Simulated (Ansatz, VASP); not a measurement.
# Cross-check of SnSe2 between VASP and Ansatz

Aim: how closely do two programs agree when they are given the same cell, functional and k mesh? The cell is taken from a series of runs on this material, whose earlier steps may have relaxed, scaled, displaced or heated it; both programs get it as it stands.

Main program and level: Ansatz 0.2.0; plane waves, with VASP 6.6.1 beside it; PBE, spin-orbit coupling.

### Step 1. Starting point

The cell holds 6 atoms: 2 Sn and 4 Se. Its edges and angles: a = 3.831 Å, b = 3.831 Å, c = 42.000 Å, α = 90.0°, β = 90.0°, γ = 120.0°. Vacuum lies along c.

### Step 2. VASP: single point, PBE, spin-orbit coupling

With cell and atoms fixed, the geometry can't cause a difference; cores, projectors, grids and the points listed under the comparison can.

Lines of VASP's logs that name or quote its potential files are left out, and so is its time.

INCAR

```
SYSTEM = SnSe2
PREC = Accurate
ENCUT = 400
EDIFF = 1E-06
NELM = 200
ISMEAR = -1
SIGMA = 0.02
LREAL = .FALSE.
ALGO = Normal
GGA = PE
LNONCOLLINEAR = .TRUE.
MAGMOM = 0 0 0 0 0 0 0 0 0 0 0 0 0 0 0 0 0 0
NBANDS = 64
GGA_COMPAT = .FALSE.
LASPH = .TRUE.
LSORBIT = .TRUE.
LORBIT = 11
LWAVE = .FALSE.
LCHARG = .FALSE.
ISIF = 2
LDIPOL = .TRUE.
IDIPOL = 3
DIPOL = 0.5 0.5 0.5
LVHAR = .TRUE.
EFERMI = MIDGAP
NELMDL = -8
KPAR = 2
```

POSCAR

```
SnSe2
1.0
    3.8311973690      0.0000000000      0.0000000000
   -1.9155986845      3.3179142485      0.0000000000
    0.0000000000      0.0000000000     42.0000000000
Sn Se
2 4
Direct
    0.9999999999      1.0000000000      0.4259451753
    0.3333333333      0.6666666666      0.5740548247
    0.3333333333      0.6666666666      0.4639035979
    0.6666666666      0.3333333333      0.3879572169
    0.6666666666      0.3333333333      0.6120427831
    0.9999999999      1.0000000000      0.5360964021
```

KPOINTS

```
Automatic mesh
0
Gamma
6 6 1
0 0 0
```

Potentials, in the order of the species: Sn_d and Se (PBE family, release 64).

Run with:

```
> mpirun -np 2 vasp_ncl
```

Numbers of over 12 decimals in the logs are rounded to 6 here.

The log of the run:

```text
[banner, memory and clock lines left out]
running    2 mpi-ranks, on    1 nodes
 distrk:  each k-point on    1 cores,    2 groups
 distr:  one band on    1 cores,    1 groups

 POSCAR found type information on POSCAR SnSe
 POSCAR found :  2 types and       6 ions
 LDA part: xc-table for (Slater+PW92), standard interpolation
 POSCAR, INCAR and KPOINTS ok, starting setup
 FFT: planning ... GRIDC
 FFT: planning ... GRID_SOFT
 FFT: planning ... GRID
 WAVECAR not read
 entering main loop
       N       E                     dE             d eps       ncg     rms          rms(c)
DAV:   1     0.409695212337E+03    0.40970E+03   -0.19129E+04  1080   0.110E+03
DAV:   2     0.315487345139E+02   -0.37815E+03   -0.37180E+03  1144   0.271E+02
DAV:   3    -0.220261757076E+02   -0.53575E+02   -0.53216E+02  1104   0.125E+02
DAV:   4    -0.242822345532E+02   -0.22561E+01   -0.22437E+01  1056   0.297E+01
DAV:   5    -0.243614101002E+02   -0.79176E-01   -0.79093E-01  1208   0.522E+00
DAV:   6    -0.243636305403E+02   -0.22204E-02   -0.22196E-02  1216   0.881E-01
DAV:   7    -0.243637506701E+02   -0.12013E-03   -0.12011E-03  1360   0.178E-01
DAV:   8    -0.243637535539E+02   -0.28837E-05   -0.28834E-05  1264   0.265E-02    0.694E+00
DAV:   9    -0.238554764694E+02    0.50828E+00   -0.10090E+00  1208   0.923E+00    0.445E+00
DAV:  10    -0.238230828559E+02    0.32394E-01   -0.43293E-01  1136   0.341E+00    0.148E+00
DAV:  11    -0.238219703325E+02    0.11125E-02   -0.23320E-02  1176   0.119E+00    0.539E-01
DAV:  12    -0.238201492739E+02    0.18211E-02   -0.11565E-02  1136   0.806E-01    0.190E-01
DAV:  13    -0.238203929431E+02   -0.24367E-03   -0.14509E-03  1096   0.285E-01    0.621E-02
DAV:  14    -0.238204263766E+02   -0.33434E-04   -0.15334E-04  1016   0.774E-02    0.289E-02
[...]
DAV:  20    -0.238206650663E+02   -0.19521E-04   -0.88517E-07   768   0.301E-03    0.137E-03
DAV:  21    -0.238206821302E+02   -0.17064E-04   -0.37437E-07   672   0.194E-03    0.716E-04
DAV:  22    -0.238206943460E+02   -0.12216E-04   -0.21145E-07   648   0.165E-03    0.631E-04
DAV:  23    -0.238207024440E+02   -0.80980E-05   -0.62105E-08   624   0.108E-03    0.352E-04
DAV:  24    -0.238207066160E+02   -0.41720E-05   -0.74054E-08   640   0.801E-04    0.226E-04
DAV:  25    -0.238207078838E+02   -0.12678E-05   -0.12182E-08   592   0.505E-04    0.118E-04
DAV:  26    -0.238207096483E+02   -0.17645E-05   -0.32882E-08   616   0.468E-04    0.823E-05
DAV:  27    -0.238207097458E+02   -0.97528E-07   -0.31165E-09   568   0.289E-04
   1 F= -.23820710E+02 E0= -.23820709E+02  d E =-.837124E-06  mag=     0.0000    -0.0000     0.0000
```

From OUTCAR (step 2):

```text
ion  position               nearest neighbor table
   1  1.000  0.000  0.426-   3 2.73   3 2.73   3 2.73   4 2.73   4 2.73   4 2.73
   2  0.333  0.667  0.574-   6 2.73   6 2.73   6 2.73   5 2.73   5 2.73   5 2.73
   3  0.333  0.667  0.464-   1 2.73   1 2.73   1 2.73
   4  0.667  0.333  0.388-   1 2.73   1 2.73   1 2.73
   5  0.667  0.333  0.612-   2 2.73   2 2.73   2 2.73
   6  1.000  0.000  0.536-   2 2.73   2 2.73   2 2.73

  LATTYP: Found a hexagonal cell.
 ALAT       =     3.8311973690
 C/A-ratio  =    10.9626302053

 Subroutine GETGRP returns: Found 12 space group operations
 (whereof  6 operations were pure point group operations)

The static configuration has the point symmetry C_3v.
 The point group associated with its full space group is D_3d.

 Found      7 irreducible k-points:

   k-points           NKPTS =      7   k-points in BZ     NKDIM =      7   number of bands    NBANDS=     64

   dimension x,y,z NGX =    28 NGY =   28 NGZ =  280
   dimension x,y,z NGXF=    56 NGYF=   56 NGZF=  560

   ENCUT  =  400.0 eV  29.40 Ry    5.42 a.u.   6.25  6.25 68.49*2*pi/ulx,y,z

   NELECT =      52.0000    total number of electrons

 k-points in reciprocal lattice and weights: Automatic mesh
   0.00000000  0.00000000  0.00000000       0.028
   0.16666667  0.00000000  0.00000000       0.167
   0.33333333  0.00000000  0.00000000       0.167
   0.50000000  0.00000000  0.00000000       0.083
   0.16666667  0.16666667  0.00000000       0.167
   0.33333333  0.16666667  0.00000000       0.333
   0.33333333  0.33333333  0.00000000       0.056

 dipolmoment           0.000000      0.000000     -0.000002 electrons x Angstroem

 average (electrostatic) potential at core
       1-109.8185       2-109.8185       3 -60.4917       4 -60.4626       5 -60.4626
       6 -60.4917

 E-fermi :  -2.7615

 k-point     1 :       0.0000    0.0000    0.0000
  band No.  band energies     occupation
    ...
     48      -3.2656      1.00000
     49      -3.0675      1.00000
     50      -3.0675      1.00000
     51      -2.9887      0.99999
     52      -2.9887      0.99999
     53      -1.7292      0.00000
     54      -1.7292      0.00000
     55      -0.9191      0.00000
     56      -0.9191      0.00000
     57       0.0019      0.00000
    ...

 k-point     2 :       0.1667    0.0000    0.0000
  band No.  band energies     occupation
    ...
     48      -3.4659      1.00000
     49      -3.1465      1.00000
     50      -3.1465      1.00000
     51      -3.0166      1.00000
     52      -3.0166      1.00000
     53      -0.8637      0.00000
     54      -0.8637      0.00000
     55      -0.7970      0.00000
     56      -0.7970      0.00000
     57       0.6419      0.00000
    ...

 k-point     3 :       0.3333    0.0000    0.0000
  band No.  band energies     occupation
    ...
     48      -3.5320      1.00000
     49      -3.3697      1.00000
     50      -3.3697      1.00000
     51      -3.1731      1.00000
     52      -3.1731      1.00000
     53      -1.9498      0.00000
     54      -1.9498      0.00000
     55      -1.6115      0.00000
     56      -1.6115      0.00000
     57       0.9219      0.00000
    ...

  Total        1.9747107      1.9747107      1.3745970      0.0000000      0.0000000      0.0000000
  in kB        5.9260469      5.9260469      4.1251240      0.0000000      0.0000000      0.0000000
  external PRESSURE =       5.3257392 kB  Pullay stress =       0.0000000 kB

  energy-cutoff  :      400.00
  volume of cell :      533.89
      direct lattice vectors                 reciprocal lattice vectors
     3.831197369  0.000000000  0.000000000     0.261015005  0.150697083  0.000000000
    -1.915598684  3.317914249  0.000000000     0.000000000  0.301394167  0.000000000
     0.000000000  0.000000000 42.000000000     0.000000000  0.000000000  0.023809524

 POSITION                                       TOTAL-FORCE (eV/Angst)
 -----------------------------------------------------------------------------------
      3.83120      0.00000     17.88970        -0.000000      0.000000     -0.056762
     -0.00000      2.21194     24.11030         0.000000      0.000000      0.056762
     -0.00000      2.21194     19.48395        -0.000000      0.000000      0.006101
      1.91560      1.10597     16.29420         0.000000      0.000000     -0.117225
      1.91560      1.10597     25.70580        -0.000000      0.000000      0.117225
      3.83120      0.00000     22.51605         0.000000     -0.000000     -0.006101
 -----------------------------------------------------------------------------------
    total drift:                               -0.000000      0.000000     -0.000090

  FREE ENERGIE OF THE ION-ELECTRON SYSTEM (eV)
  ---------------------------------------------------
  free  energy   TOTEN  =       -23.8207097458 eV

  energy  without entropy=      -23.8207089087  energy(sigma->0) =      -23.82070933

 vacuum level on the upper side and lower side of the slab         2.912         2.912

 Spin-Orbit-Coupling matrix elements
 Ion:    1  E_soc:     -0.0898858
 Ion:    2  E_soc:     -0.0898858
 Ion:    3  E_soc:     -0.0466021
 Ion:    4  E_soc:     -0.0467523
 Ion:    5  E_soc:     -0.0467523
 Ion:    6  E_soc:     -0.0466021

 total charge
# of ion       s       p       d       tot
------------------------------------------
    1        1.058   1.007  10.094  12.159
    2        1.058   1.007  10.094  12.159
    3        1.485   2.307   0.026   3.818
    4        1.483   2.308   0.025   3.816
    5        1.483   2.308   0.025   3.816
    6        1.485   2.307   0.026   3.818
--------------------------------------------------
tot          8.052  11.244  20.289  39.584

 magnetization (x)
# of ion       s       p       d       tot
------------------------------------------
    1        0.000   0.000   0.000   0.000
    2        0.000   0.000   0.000   0.000
    3        0.000   0.000  -0.000   0.000
    4        0.000   0.000   0.000   0.000
    5        0.000   0.000   0.000   0.000
    6        0.000   0.000  -0.000   0.000
--------------------------------------------------
tot          0.000   0.000  -0.000   0.000

 magnetization (y)
# of ion       s       p       d       tot
------------------------------------------
    1        0.000   0.000  -0.000   0.000
    2        0.000   0.000  -0.000  -0.000
    3        0.000   0.000   0.000   0.000
    4       -0.000   0.000   0.000  -0.000
    5       -0.000  -0.000  -0.000  -0.000
    6       -0.000   0.000  -0.000  -0.000
--------------------------------------------------
tot         -0.000  -0.000  -0.000  -0.000

 magnetization (z)
# of ion       s       p       d       tot
------------------------------------------
    1        0.000   0.000   0.000   0.000
    2        0.000   0.000   0.000   0.000
    3        0.000  -0.000  -0.000  -0.000
    4       -0.000   0.000   0.000  -0.000
    5       -0.000  -0.000   0.000  -0.000
    6        0.000  -0.000  -0.000  -0.000
--------------------------------------------------
tot          0.000  -0.000   0.000  -0.000

[... 3 further parts left out ...]
```

(Continued in part 2 of 2.)

[Lines on the potential files, build, host, timing and source positions are cut from VASP's logs without a mark.]

[Logs are printed without paths, hosts, clocks, repeated set-up lines and the standing remarks that a program may print on its own settings, such as how far it seeks lower states.]

[Hosts, paths, dates, database ids (printed as entryN), source tags and the programs' standing remarks are cut or masked in the printed files.]
